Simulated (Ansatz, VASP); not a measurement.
CaPd4: VASP beside Ansatz

File INCAR:

```
PREC = Accurate ; ENCUT = 600
EDIFF = 1E-6 ; ISMEAR = 0
SIGMA = 0.1 ; LREAL = False
LASPH = True ; NELM = 80
ALGO = Fast ; ISIF = 3
LWAVE = False ; LCHARG = False
GGA = PE ; IBRION = 2
NSW = 100 ; EDIFFG = -0.01
```

Contents of KPOINTS:

```
regular mesh
0
Gamma
  8 8 8
```

Contents of POSCAR:

```
CaPd4
1.0
    4.8249941028      0.0000000000      0.0000000000
    0.0000000000      4.8249941028      0.0000000000
    0.0000000000      0.0000000000      4.8249941028
Ca Pd
1 4
Direct
    0.5000000000      0.5000000000      0.5000000000
    0.0000000000      0.5000000000      0.5000000000
    0.5000000000      0.0000000000      0.5000000000
    0.5000000000      0.5000000000      0.0000000000
    0.0000000000      0.0000000000      0.0000000000
```

Input for Ansatz:

```yaml
crystal:
  lattice:
    - [4.8249941028, 0.0, 0.0]
    - [0.0, 4.8249941028, 0.0]
    - [0.0, 0.0, 4.8249941028]
  atoms:
    - { symbol: Ca, position: [0.5, 0.5, 0.5] }
    - { symbol: Pd, position: [0.0, 0.5, 0.5] }
    - { symbol: Pd, position: [0.5, 0.0, 0.5] }
    - { symbol: Pd, position: [0.5, 0.5, 0.0] }
    - { symbol: Pd, position: [0.0, 0.0, 0.0] }
basis:
  ecutwfc: 420
kpoints:
  mp_grid: { grid: [8, 8, 8] }
hamiltonian:
  xc: pbe
scf:
  occupations: { method: gaussian, width: 0.1 }
output:
  forces: true
  stress: true
  eigenvalues: true
  write_density: true
  write_potential: true
  elf: true
  volumetric_format: npy
relax:
  adjacent_minimum: "off"
  f_tol: 0.01
  max_steps: 80
  cell: { stress_tol: 0.05 }
```

Alike in both runs: task relaxation of cell and atoms; functional PBE; k mesh 8 × 8 × 8; occupations gaussian, width 0.1 eV; no spin polarisation.

|  | VASP | Ansatz |
| --- | --- | --- |
| version | VASP 6.6.1 | Ansatz 0.2.0 |
| potentials or method | VASP PAW PBE potentials, release 64 (Ca_sv, Pd) | scalar-relativistic, plane waves, PAW |
| plane-wave cutoff (eV) | 600 | 420 |
| valence electrons in the cell | 50 | 82 |

VASP gave:

| Quantity | Value |
| --- | --- |
| gap on the k mesh at the Fermi level, each at its own relaxed structure (eV) | none |
| relaxed volume (Å³/atom) | 22.62 |
| relaxed cell length with the largest relative difference (Å) | 4.836 |

Problem. Estimate Ansatz's values.

Solution. gap on the k mesh at the Fermi level, each at its own relaxed structure (eV): none; relaxed volume (Å³/atom): 22.47; relaxed cell length with the largest relative difference (Å): 4.825.

A gap of «none» marks a metal or a gap that the smearing closes. The two sets of potentials don't hold the same shells in valence.
